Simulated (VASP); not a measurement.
# Pd (Fm-3m) in VASP: elastic constants with r2SCAN

Aim: the elastic constants of Pd with r2SCAN.

All numbers are computed with VASP 6.6.1; they aren't measurements. Logs are shortened: lines on timing, memory, paths and dates and some standing lists are left out, and cuts for length are marked.

### 1 The structure

The structure is cubic, space group Fm-3m (No. 225). The conventional cell has a = 3.893 Å, b = 3.893 Å, c = 3.893 Å, α = 90.00°, β = 90.00°, γ = 90.00°. Pd (site symmetry m-3m) has 12 Pd at 2.75 Å as nearest neighbours.

### 2 Elastic constants, r2SCAN

Input file POSCAR:

```
Pd
1.0
    0.0000000000      1.9465000000      1.9465000000
    1.9465000000      0.0000000000      1.9465000000
    1.9465000000      1.9465000000      0.0000000000
Pd
1
Direct
    0.0000000000      0.0000000000      0.0000000000
```

Input file INCAR.step1:

```
SYSTEM = Pd
PREC     = Accurate       ! precision mode
ENCUT    = 600            ! plane-wave cutoff, eV
EDIFF    = 1E-8           ! SCF threshold, eV
ISMEAR   = 0              ! smearing method
SIGMA    = 0.1            ! smearing width, eV
LREAL    = .FALSE.        ! projectors in reciprocal space
LASPH    = .TRUE.         ! aspherical terms in the spheres
NELM     = 80             ! most SCF steps
ALGO     = Normal         ! electronic algorithm
ISIF     = 3              ! what is computed and relaxed
LWAVE    = .FALSE.        ! write WAVECAR
LCHARG   = .FALSE.        ! write CHGCAR
METAGGA  = R2SCAN         ! meta-GGA
LMIXTAU  = .TRUE.       
IBRION   = 2              ! ionic algorithm
NSW      = 40             ! ionic steps
EDIFFG   = -0.002         ! ionic threshold
```

Input file INCAR.step2:

```
SYSTEM = Pd
PREC     = Accurate       ! precision mode
ENCUT    = 600            ! plane-wave cutoff, eV
EDIFF    = 1E-8           ! SCF threshold, eV
ISMEAR   = 0              ! smearing method
SIGMA    = 0.1            ! smearing width, eV
LREAL    = .FALSE.        ! projectors in reciprocal space
LASPH    = .TRUE.         ! aspherical terms in the spheres
NELM     = 80             ! most SCF steps
ALGO     = Normal         ! electronic algorithm
ISIF     = 3              ! what is computed and relaxed
LWAVE    = .FALSE.        ! write WAVECAR
LCHARG   = .FALSE.        ! write CHGCAR
METAGGA  = R2SCAN         ! meta-GGA
LMIXTAU  = .TRUE.       
IBRION   = 6              ! ionic algorithm
NFREE    = 2            
POTIM    = 0.015          ! step
NSW      = 1              ! ionic steps
```

Input file KPOINTS:

```
regular mesh
0
G
  18 18 18
  0 0 0
```

Potentials or basis: VASP PAW PBE potentials, release 64 (Pd).

Launch:

```bash
cat potpaw_PBE.64/Pd/POTCAR > POTCAR
cp INCAR.step1 INCAR
mpirun -np 1 vasp_std > vasp.out
cp CONTCAR POSCAR
cp INCAR.step2 INCAR
mpirun -np 1 vasp_std > vasp.out
```

OUTCAR:

```text
SYSTEM = Pd
   PREC = Accurate
   ENCUT = 600
   EDIFF = 1E-8
   ISMEAR = 0
   LREAL = .FALSE.
   LASPH = .TRUE.
   NELM = 80
   ISIF = 3
   METAGGA = R2SCAN
   IBRION = 6
   NFREE = 2
   POTIM = 0.015
   NSW = 1

 ion  position               nearest neighbor table
   1  0.000  0.000  0.000-

  LATTYP: Found a face centered cubic cell.
 ALAT       =     3.9119117838

  Lattice vectors:

 A1 = (   0.0000000000,   1.9559558919,   1.9559558919)
 A2 = (   1.9559558919,   0.0000000000,   1.9559558919)
 A3 = (   1.9559558919,   1.9559558919,   0.0000000000)

Analysis of symmetry for initial positions (statically):
=====================================================================
 Subroutine PRICEL returns:
 Original cell was already a primitive cell.

 Routine SETGRP: Setting up the symmetry group for a
 face centered cubic supercell.

 Subroutine GETGRP returns: Found 48 space group operations
 (whereof 48 operations were pure point group operations)
 out of a pool of 48 trial point group operations.

The static configuration has the point symmetry O_h .

Analysis of symmetry for dynamics (positions and initial velocities):
=====================================================================
 Subroutine PRICEL returns:
 Original cell was already a primitive cell.

 Routine SETGRP: Setting up the symmetry group for a
 face centered cubic supercell.

 Subroutine GETGRP returns: Found 48 space group operations
 (whereof 48 operations were pure point group operations)
 out of a pool of 48 trial point group operations.

The dynamic configuration has the point symmetry O_h .

 Subroutine INISYM returns: Found 48 space group operations
 (whereof 48 operations are pure point group operations),
 and found     1 'primitive' translations

----------------------------------------------------------------------------------------

[... 340 lines left out ...]
      1       2.2924      2.00000
      2       6.5156      2.00000
      3       6.5156      2.00000
      4       6.5156      2.00000
      5       8.0871      2.00000
      6       8.0871      2.00000
      7      27.3806      0.00000
      8      31.8723      0.00000
      9      32.2831      0.00000
[... 265 lines left out ...]
 k-point    24 :      -0.2222    0.0556    0.0000
  band No.  band energies     occupation
      1       4.0096      2.00000
      2       6.3318      2.00000
      3       6.8375      2.00000
      4       6.8658      2.00000
      5       7.9870      2.00000
      6       8.5223      2.00000
      7      24.8997      0.00000
      8      28.4339      0.00000
      9      31.8721      0.00000

 [... further k-points ...]

------------------------ aborting loop because EDIFF is reached ----------------------------------------

  FORCE on cell =-STRESS in cart. coord.  units (eV):
  Direction    XX          YY          ZZ          XY          YZ          ZX
  --------------------------------------------------------------------------------------
  -------------------------------------------------------------------------------------
  Total        0.0011545      0.0011545      0.0011545      0.0000000      0.0000000     -0.0000000
  in kB        0.1235978      0.1235978      0.1235978      0.0000000      0.0000000     -0.0000000
  external PRESSURE =       0.1235978 kB  Pullay stress =       0.0000000 kB
[... 16 lines left out ...]
  FREE ENERGIE OF THE ION-ELECTRON SYSTEM (eV)
  ---------------------------------------------------
  free  energy   TOTEN  =       -22.9544245994 eV

  energy  without entropy=      -22.9434326821  energy(sigma->0) =      -22.94892864

 INTERNAL STRAIN TENSORS FROM STRAINED CELLS
 ============================================

 INTERNAL STRAIN TENSOR FOR ION    1 for displacements in x,y,z  (eV/Angst):
          X           Y           Z          XY          YZ          ZX
  --------------------------------------------------------------------------------
  x     0.00000    -0.00000    -0.00000     0.00000     0.00000     0.00000
  y    -0.00000     0.00000     0.00000    -0.00000     0.00000     0.00000
  z     0.00000     0.00000     0.00000     0.00000    -0.00000     0.00000

 INTERNAL STRAIN TENSORS FROM DISPLACED ATOMS
 ============================================

 INTERNAL STRAIN TENSOR FOR ION    1 for displacements in x,y,z  (eV/Angst):
          X           Y           Z          XY          YZ          ZX
  --------------------------------------------------------------------------------
  x     0.00000     0.00000     0.00000     0.00000     0.00000     0.00000
  y     0.00000     0.00000     0.00000     0.00000     0.00000     0.00000
  z     0.00000     0.00000     0.00000     0.00000     0.00000     0.00000

 Eigenvectors and eigenvalues of the dynamical matrix
 ----------------------------------------------------

   1 f/i=    0.000000 THz     0.000000 2PiTHz    0.000000 cm-1     0.000000 meV
             X         Y         Z           dx          dy          dz
      0.000000  0.000000  0.000000     1.000000    0.000000    0.000000

   2 f/i=    0.000000 THz     0.000000 2PiTHz    0.000000 cm-1     0.000000 meV
             X         Y         Z           dx          dy          dz
      0.000000  0.000000  0.000000     0.000000    1.000000    0.000000

   3 f/i=    0.000000 THz     0.000000 2PiTHz    0.000000 cm-1     0.000000 meV
             X         Y         Z           dx          dy          dz
      0.000000  0.000000  0.000000     0.000000    0.000000    1.000000

--------------------------------------------------------------------------------------------------------

 ELASTIC MODULI CONTR FROM IONIC RELAXATION (kBar)
 Direction    XX          YY          ZZ          XY          YZ          ZX
 --------------------------------------------------------------------------------
 XX           0.0000      0.0000      0.0000      0.0000      0.0000      0.0000
 YY           0.0000      0.0000      0.0000      0.0000      0.0000      0.0000
 ZZ           0.0000      0.0000      0.0000      0.0000      0.0000      0.0000
 XY           0.0000      0.0000      0.0000      0.0000      0.0000      0.0000
 YZ           0.0000      0.0000      0.0000      0.0000      0.0000      0.0000
 ZX           0.0000      0.0000      0.0000      0.0000      0.0000      0.0000
 --------------------------------------------------------------------------------

 TOTAL ELASTIC MODULI (kBar)
 Direction    XX          YY          ZZ          XY          YZ          ZX
 --------------------------------------------------------------------------------
 XX        2211.0623   1707.7470   1707.7470     -0.0000     -0.0000      0.0000
 YY        1707.7470   2211.0623   1707.7470     -0.0000      0.0000     -0.0000
 ZZ        1707.7470   1707.7470   2211.0623     -0.0000      0.0000     -0.0000
 XY          -0.0000     -0.0000     -0.0000    633.3308      0.0000      0.0000
 YZ          -0.0000      0.0000      0.0000      0.0000    633.3308      0.0000
 ZX           0.0000     -0.0000     -0.0000      0.0000      0.0000    633.3308
 --------------------------------------------------------------------------------
```

OSZICAR.step1:

```text
N       E                     dE             d eps       ncg     rms          rms(c)
DAV:   1     0.244372114148E+02    0.24437E+02   -0.59431E+03  3518   0.121E+03
DAV:   2    -0.256499886438E+02   -0.50087E+02   -0.48780E+02  3720   0.212E+02
DAV:   3    -0.260519804799E+02   -0.40199E+00   -0.39798E+00  4299   0.227E+01
[... 43 lines left out ...]
DAV:   8    -0.229543108691E+02    0.59577E-06   -0.13675E-05  4927   0.289E-02    0.302E-03
DAV:   9    -0.229543106577E+02    0.21141E-06   -0.64540E-07  4035   0.829E-03    0.149E-03
DAV:  10    -0.229543108905E+02   -0.23275E-06   -0.10317E-07  4281   0.276E-03    0.590E-04
DAV:  11    -0.229543106782E+02    0.21226E-06   -0.17508E-08  3801   0.175E-03    0.279E-04
DAV:  12    -0.229543107084E+02   -0.30233E-07   -0.13743E-08  1960   0.922E-04    0.370E-05
DAV:  13    -0.229543107012E+02    0.72164E-08   -0.25500E-10  1883   0.172E-04
   3 F= -.22954311E+02 E0= -.22948815E+02  d E =-.186856E-02
```

Run time: 71 min. Hardware: 1 thread of Intel Xeon Platinum 8488C (Sapphire Rapids), shared host; peak memory 0.64 GiB.

What came out:

- Relaxed volume: 14.97 Å³/atom
- Relaxed cell: a = 2.766 Å, b = 2.766 Å, c = 2.766 Å, α = 60.00°, β = 60.00°, γ = 60.00°
- Space group after relaxing (to 0.05 Å): Fm-3m (No. 225)
- Elastic constants C11, C12, C44: 221, 171, 63 GPa
- Voigt bulk modulus: 188 GPa

The path:
```tsv
step	energy change (eV)	largest force (eV/Å)	pressure (GPa)	volume (Å³)
1	0.0000	0.0000	2.84	14.75
2	0.0027	0.0000	-4.06	15.32
3	-0.0019	0.0000	0.00	14.97
```

Final structure:
```
Pd
1.0
     0.00000    1.95596    1.95596
     1.95596    0.00000    1.95596
     1.95596    1.95596    0.00000
Pd
1
Direct
  0.00000 0.00000 0.00000
```

Elastic tensor in Voigt notation (GPa, in the Cartesian axes of the cell as first typed):
```
221 171 171   0   0   0
171 221 171   0   0   0
171 171 221   0   0   0
  0   0   0  63   0   0
  0   0   0   0  63   0
  0   0   0   0   0  63
```

Clamped-ion elastic tensor (GPa):
```
221 171 171   0   0   0
171 221 171   0   0   0
171 171 221   0   0   0
  0   0   0  63   0   0
  0   0   0   0  63   0
  0   0   0   0   0  63
```

Caveat: the PAW data sets were made with another functional, which shifts forces and pressure a little.
